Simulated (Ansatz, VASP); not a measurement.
# Cross-check of LiF (Griceite) between VASP and Ansatz

Wanted: the spread between two codes on one cell, functional and k mesh. The cell is taken from a series of runs on this material, whose earlier steps may have relaxed, scaled, displaced or heated it; both programs get it as it stands.

Main program and level: Ansatz 0.2.0; plane waves, with VASP 6.6.1 beside it; zone-centre phonons at LDA.

**1. The starting structure**

Symmetry: Fm-3m, No. 225, cubic system. The conventional cell has a = 4.008 Å, b = 4.008 Å, c = 4.008 Å, α = 90.00°, β = 90.00°, γ = 90.00°. Li has 6 F at 2.00 Å nearest. F has 6 Li at 2.00 Å nearest. Farther neighbours and most contacts between anions are not listed.

**2. Ansatz: zone-centre phonons, LDA**

Ansatz runs on its default PAW (the set named soft_2) files.

Second derivatives magnify differences that forces hide, and they need a tight electronic threshold.

Input file input.yaml:

```yaml
crystal:
  lattice:
    - [0.0, 2.0038792262, 2.0038792262]
    - [2.0038792262, 0.0, 2.0038792262]
    - [2.0038792262, 2.0038792262, 0.0]
  atoms:
    - { symbol: Li, position: [0.0, 0.0, 0.0] }
    - { symbol: F, position: [0.5, 0.5, 0.5] }
kpoints:
  mp_grid: { grid: [12, 12, 12] }
hamiltonian:
  xc: lda
scf:
  occupations: { method: fixed }
output:
  eigenvalues: true
phonons:
  method: dfpt
  qmesh: [4, 4, 4]
  temperatures: { t_max: 1000, t_step: 50 }
  qpath:
    path:
      - [[0.0, 0.0, 0.0], [0.5, 0.0, 0.5], [0.625, 0.25, 0.625]]
      - [[0.375, 0.375, 0.75], [0.0, 0.0, 0.0], [0.5, 0.5, 0.5], [0.5, 0.25, 0.75], [0.5, 0.0, 0.5]]
    npoints: 10
```

Started as:

```sh
ansatz run input.yaml --threads 4 --pin off --max-ram 16384MiB --backend cpu --events-out ev --progress --plain --runs-dir out
```

Numbers of over 12 decimals in the logs are rounded to 6 here.

The program printed:

```text
Engine: ansatz 0.2.0, x86_64-unknown-linux-gnu
Pseudopotentials: kind: paw
Pseudopotential: Li, paw, valence charge 3, recommended cutoff 420 eV (normal), Li.paw.azcp
Pseudopotential: F, paw, valence charge 7, recommended cutoff 420 eV (normal), F.paw.azcp
Functional definition: SPW92
  exchange = slater_x
  correlation = pw_c
Crystal: 2 atoms, lattice volume = 16.093 Å³
Basis set: ecut = 420 eV, 331 PW (Γ), exchange–correlation on 40×40×40 points (8 copies of the dense FFT grid, shifted against one another)
Bands: 9, of which v1, the nominal top of the filled ones, is band 5 counted from 1 (4 counted from 0)
Symmetry: 48 space group operations
k-points: 72 of 1728
Non-local potential: Li, projectors of the file, l = 0: 3, l = 1: 2, l = 2: 1
Non-local potential: F, projectors of the file, l = 0: 2, l = 1: 2, l = 2: 1
PAW form: soft (Blöchl's): semilocal exchange-correlation on the pseudo side does not see the compensation charge
PAW frozen core: F, regenerated for the run's functional, and the local potential with it (the file was generated under x = pbe(κ = 0.804, μ = 0.219515), c = pbe(β = 0.066725))
PAW one-centre angular grid: Li, 110 points (default); XC on 64 Gauss nodes
PAW one-centre angular grid: F, 110 points (default); XC on 64 Gauss nodes
Initial density: superposition of atomic densities (neutral atoms: chi_scale 0, normalization atom), corrected by the library's trained network
Initial wavefunctions: pseudopotential atomic-orbital guess
Functional: x = slater, c = lda
SCF iter   1: F=—  HF=-998.696613 eV  |F-HF|=—  |Δ(HF+E_count)|=         —  Δρ=2.12e-2  dr2=4.95e-2  ethr=1.77e-3  ⟨swp⟩=3.9  Hψ=3487  notcnv=0  defer=127
preconditioner: auto → none  [insulator: Δε(μ)=8.751 eV  Ē_g=22.161 eV  n_scr=0 (ndim 8)  ℏωp=26.2 eV  f_vac=0.000  ε∞_Penn≈2.4]
SCF iter   2: F=—  HF=-998.678499 eV  |F-HF|=—  |Δ(HF+E_count)|=   1.81e-2  Δρ=9.64e-3  dr2=5.86e-3  ethr=4.95e-4  ⟨swp⟩=3.0  Hψ=1660  notcnv=0  defer=138
SCF iter   3: F=—  HF=-998.675860 eV  |F-HF|=—  |Δ(HF+E_count)|=   2.64e-3  Δρ=2.04e-3  dr2=3.63e-4  ethr=5.86e-5  ⟨swp⟩=2.6  Hψ=1051  notcnv=0  defer=140
SCF iter   4: F=—  HF=-998.675495 eV  |F-HF|=—  |Δ(HF+E_count)|=   3.65e-4  Δρ=3.69e-4  dr2=7.49e-6  ethr=3.63e-6  ⟨swp⟩=2.0  Hψ=1086  notcnv=0  defer=133
SCF iter   5: F=—  HF=-998.675488 eV  |F-HF|=—  |Δ(HF+E_count)|=   6.84e-6  Δρ=4.94e-5  dr2=3.17e-7  ethr=7.49e-8  ⟨swp⟩=2.1  Hψ=733  notcnv=0  defer=2
SCF iter   6: F=—  HF=-998.675487 eV  |F-HF|=—  |Δ(HF+E_count)|=   7.97e-7  Δρ=1.87e-6  dr2=3.97e-10  ethr=3.17e-9  ⟨swp⟩=2.1  Hψ=1003  notcnv=0
SCF iter   7: F=-998.675487 eV  HF=-998.675487 eV  |F-HF|=1.59e-12  |Δ(HF+E_count)|=  1.65e-10  Δρ=1.85e-7  dr2=2.37e-12  ethr=1.00e-12  ⟨swp⟩=5.7  Hψ=2804  notcnv=0
SCF 1 converged in 7 iterations: F = -998.675487 eV  dr2 = 2.37e-12
  greatest PAW one-centre occupation: 1.000 electrons in one spin orbital (limit 2), on the Li atom at site 0 (counted from 0), in its partial waves of l = 0
k-points: 163 of 1728 (irreducible under 8 space group operations, time reversal used)
Initial density: read from a saved state, or passed on in memory by an earlier SCF of this step, an earlier step, the calling program or the single point that the run made first
iter 1 solved again at ethr=3.36e-6 eV; its pass at ethr=3.10e-3 eV (dr2=3.36e-4 eV) is discarded
SCF iter   1: F=—  HF=-998.675487 eV  |F-HF|=—  |Δ(HF+E_count)|=         —  Δρ=5.92e-7  dr2=1.48e-11  ethr=3.36e-6  ⟨swp⟩=1.7  Hψ=11099  notcnv=0  defer=306
eigensolver tolerance schedule: the retry pair's looser diagonalisation over-reported the residual by 22705143.71 of it (diagonalisation noise at an unbounded share of the residual, at the tolerance the schedule requests for it); recorded, not acted on — ethr = c·dr2/N_el stays at c = 1.0e-1
preconditioner: auto → none  [insulator: Δε(μ)=8.979 eV  Ē_g=22.370 eV  n_scr=0 (ndim 8)  ℏωp=26.2 eV  f_vac=0.000  ε∞_Penn≈2.4]
SCF iter   2: F=—  HF=-998.675487 eV  |F-HF|=—  |Δ(HF+E_count)|=   2.44e-7  Δρ=2.59e-7  dr2=4.11e-12  ethr=1.00e-12  ⟨swp⟩=5.5  Hψ=6617  notcnv=0
SCF iter   3: F=-998.675487 eV  HF=-998.675487 eV  |F-HF|=6.82e-13  |Δ(HF+E_count)|=  9.09e-13  Δρ=1.65e-7  dr2=1.70e-12  ethr=1.00e-12  ⟨swp⟩=1.0  Hψ=3586  notcnv=0
SCF 2 converged in 3 iterations: F = -998.675487 eV  dr2 = 1.70e-12
NSCF: frozen V_eff on 1 k-points
DFPT response loops at Γ: preconditioner auto → none (the input reference at scf.mixing.eps_inf says where Resta's filter doesn't serve); β = 0.50; Broyden in place of MSR1
NSCF: frozen V_eff on 72 k-points
NSCF: frozen V_eff on 163 k-points
DFPT response loops at q = (0, 0, 0) (fractional): mixed as the last ones told, above
NSCF: frozen V_eff on 1872 k-points
DFPT response loops at q = (0, 0, 0.25) (fractional): mixed as the last ones told, above
NSCF: frozen V_eff on 952 k-points
DFPT response loops at q = (0, 0, -0.5) (fractional): mixed as the last ones told, above
NSCF: frozen V_eff on 1020 k-points
DFPT response loops at q = (0, 0.25, 0.25) (fractional): mixed as the last ones told, above
NSCF: frozen V_eff on 3456 k-points
DFPT response loops at q = (0, 0.25, -0.5) (fractional): mixed as the last ones told, above
NSCF: frozen V_eff on 1872 k-points
DFPT response loops at q = (0, 0.25, -0.25) (fractional): mixed as the last ones told, above
NSCF: frozen V_eff on 560 k-points
DFPT response loops at q = (0, -0.5, -0.5) (fractional): mixed as the last ones told, above
NSCF: frozen V_eff on 1020 k-points
DFPT response loops at q = (0.25, -0.5, -0.25) (fractional): mixed as the last ones told, above
SCF converged after 7 iterations
Free energy (F): -998.675487 eV
Harris-Foulkes:  -998.675487 eV  (|F-HF|=1.59e-12)
Internal energy: -998.675487 eV  (E = F + TS)
E sigma→0 (E₀):  -998.675487 eV
Fermi energy:    0.704874 eV
--- Per-component energies (eV) ---
  E_band       = -117.775399
  E_kinetic    = 228.728245
  E_local      = -634.710395  (includes V_loc(G=0)·N_el)
  E_nonlocal   = 42.900494
  E_hartree    = 220.107562
  E_xc         = -89.636009
  E_vxc        = -116.155345  (∫ρ·V_xc dr)
  E_paw        = -206.237214  (= ΣΔE_a)
  E_vpaw       = -78.755661  (= ΣTr[D̂ρ^β])
  E_aug_tail   = 0.002098  (compensation charges beyond the density's cutoff)
  E_ewald      = -559.943520
  E_core_change = 0.113252  (= ΣΔE_core)
  E_smearing   = -0.000000  (= −TS)
  E_closure    = -0.000000  (closes the sum)
  Σ components = -998.675487   (vs F -998.675487, Δ=0.00e0)
--- Band table (eV; the first three rows and the last of 72) ---
  k-point 0: bands = ["-38.9658", "-18.9178", "0.7035", "0.7035", "0.7035", "9.6836", "24.3497", "24.3497", "24.3497"]
  k-point 1: bands = ["-38.9609", "-18.8895", "0.4932", "0.6872", "0.6872", "9.8866", "22.1751", "23.3603", "23.3603"]
  k-point 2: bands = ["-38.9475", "-18.8108", "-0.0474", "0.6421", "0.6421", "10.3749", "19.9467", "22.0925", "22.0925"]
  k-point 71: bands = ["-38.8723", "-18.1978", "-1.4904", "-1.4904", "-0.1193", "15.4766", "15.4766", "17.8643", "19.8297"]
--- Phonons (Γ-DFPT): 2 representative perturbations + reference (Σ response iterations 7) ---
  ASR residual: 7.188e-5 → 0.000e0 eV/Å²; symmetrization residual: 2.731e-7 eV/Å²
  ASR residual per site (eV/Å²): 1.48e-5 7.19e-5
  Γ frequencies (cm⁻¹): 0.00 0.00 0.00 272.76 272.76 272.76
  Unit cell's response to a homogeneous field, on a k mesh of 12×12×12: 1 representative field direction (Σ response iterations 6)
  ε∞ (high-frequency dielectric tensor):
        2.095907     0.000000    -0.000000
        0.000000     2.095907    -0.000000
        0.000000     0.000000     2.095907
  ε⁰ (static dielectric tensor): not given — the deck does not say what the cell's rigid motions are, and on a molecule in a box or a wire the rigid rotations would enter the sum over the modes at Γ. For a crystal or a slab, whose only rigid motions are the translations, set phonons.rigid_motions: translations.
  Born effective charges Z* (e; rows j = field, columns β = displacement):
    site 0:
         1.04873    0.00000    0.00000
        -0.00000    1.04873    0.00000
         0.00000   -0.00000    1.04873
    site 1:
        -1.04873   -0.00000    0.00000
         0.00000   -1.04873   -0.00000
         0.00000    0.00000   -1.04873
  Z* charge neutrality: 6.443e-7 e pre-enforcement
  k-mesh period / interband length: 34.0 Å / 0.79 Å = 43.20 at k = (0.0000, 0.0000, -0.5000), direct gap 10.714 eV — 14 or more, which is no proof of convergence
  optical modes at Γ without the LO–TO term, one row a degenerate level:
      ω (cm⁻¹)  modes    IR ((D/Å)²/amu)
        272.76      3            14.9753
  optical modes at Γ + LO–TO along q̂ = [1.0000, 0.0000, 0.0000]:
      ω (cm⁻¹)  modes    IR ((D/Å)²/amu)
        272.76      2             9.9835
        624.53      1             4.9918
  optical modes at Γ + LO–TO along q̂ = [0.0000, 1.0000, 0.0000]:
      ω (cm⁻¹)  modes    IR ((D/Å)²/amu)
        272.76      2             9.9835
        624.53      1             4.9918
  optical modes at Γ + LO–TO along q̂ = [0.0000, 0.0000, 1.0000]:
      ω (cm⁻¹)  modes    IR ((D/Å)²/amu)
        272.76      2             9.9835
        624.53      1             4.9918
--- Phonons (arbitrary-q DFPT): 8 irreducible q on the 4×4×4 mesh ---
  q = [0.0000, 0.0000, 0.0000] (star 1, of the zone-centre solve; hermiticity 3.93e-7, symmetrization 1.73e-13): -0.00 -0.00 0.00 272.76 272.76 272.76
  q = [0.0000, 0.0000, 0.2500] (star 8, 2 solved perturbations on 936 of 1728 k-point pairs; hermiticity 1.11e-7, symmetrization 5.02e-14): 132.25 132.25 246.02 271.94 271.94 608.97
  q = [0.0000, 0.0000, -0.5000] (star 4, 2 solved perturbations on 476 of 1728 k-point pairs; hermiticity 8.48e-9, symmetrization 3.42e-9): 195.83 195.83 264.07 264.07 363.91 584.78
  q = [0.0000, 0.2500, 0.2500] (star 6, 4 solved perturbations in 1608 linear systems a pass and spin channel, the states on 510 of 1728 k-point pairs; hermiticity 9.04e-8, symmetrization 5.88e-14): 175.38 175.38 231.67 291.02 291.02 543.84
  q = [0.0000, 0.2500, -0.5000] (star 24, 4 solved perturbations in 5328 linear systems a pass and spin channel, the states on 1728 of 1728 k-point pairs; hermiticity 1.71e-7, symmetrization 1.18e-8): 218.47 250.64 289.25 310.93 340.81 490.73
  q = [0.0000, 0.2500, -0.2500] (star 12, 4 solved perturbations in 2892 linear systems a pass and spin channel, the states on 936 of 1728 k-point pairs; hermiticity 9.69e-8, symmetrization 4.83e-14): 185.91 255.94 270.69 299.38 331.03 528.53
  q = [0.0000, -0.5000, -0.5000] (star 3, 4 solved perturbations in 886 linear systems a pass and spin channel, the states on 280 of 1728 k-point pairs; hermiticity 1.95e-7, symmetrization 2.76e-9): 238.32 238.32 312.13 312.13 319.30 450.84
  q = [0.2500, -0.5000, -0.2500] (star 6, 4 solved perturbations in 1544 linear systems a pass and spin channel, the states on 510 of 1728 k-point pairs; hermiticity 1.88e-7, symmetrization 3.30e-9): 255.43 292.29 292.29 350.89 382.56 382.56
  sum rule: each row above includes the acoustic sum rule's correction from the zone centre's row sums; it moved no ω² by more than (1.01 cm⁻¹)²
  mesh force constants: q→R imaginary residual 1.48e-18; ASR residual 7.188e-5 → 0.000e0 eV/Å²; symmetrization residual 4.441e-15 eV/Å²
  interpolated dispersion: 63 rows × 6 modes
  density of states and harmonic sums: on the 28×28×28 q-mesh, interpolated from the force constants of a 4×4×4 supercell (with the dipole–dipole term)
  largest difference from the sums on the solved wave vectors: F 8.45e-3 eV, S 1.25e-5 and C_V 3.96e-6 eV/K
  zero-point energy: 0.114111 eV/cell   skipped modes (ω ≤ 0): 3   left out of the sums: 2.28e-5 of the cell's modes: C_V's classical limit lies that fraction below 3 k_B per atom; for a crystal, a wire or a layer, F and S can be off by more, and a phonons.interpolated_qmesh denser along its periods is the remedy for the sampling
```

(Part 1 of 2 ends here.)

[Lines on the potential files, build, host, timing and source positions are cut from VASP's logs without a mark.]

[Logs are printed without paths, hosts, clocks, repeated set-up lines and the standing remarks that a program may print on its own settings, such as how far it seeks lower states.]

[Hosts, paths, dates, database ids (printed as entryN), source tags and the programs' standing remarks are cut or masked in the printed files.]
